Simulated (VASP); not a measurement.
Given:

```
PbF2
1.0
    0.00000     3.01557     3.01557
    3.01557     0.00000     3.01557
    3.01557     3.01557     0.00000
Pb F
1 2
Direct
  0.00000   0.00000   0.00000
  0.25000   0.25000   0.25000
  0.75000   0.75000   0.75000
```

Computed with vdW-DF-cx, VASP's PBE PAW potentials (set 64) (plane waves; VASP). Run with 520 eV cut-off, 7×7×7 Γ-centred mesh, Gaussian smearing of 0.050 eV, potentials Pb_d F.

Problem. The job: PbF$_{2}$ (fluorite), 3 atoms, vdW-DF-cx, static run, 520 eV, 7×7×7 Γ-centred mesh. Roughly how much core time does it take on a busy server core?

Solution. About 40 core-seconds (one run on a shared machine, a rough figure). It had 20 irreducible k-points, 18 bands, up to 1492 plane waves and 15 electronic steps.

The compound is PbF2 in the fluorite structure, the β form. This cell is one point of a volume scan, at 1.06 of the reference volume.
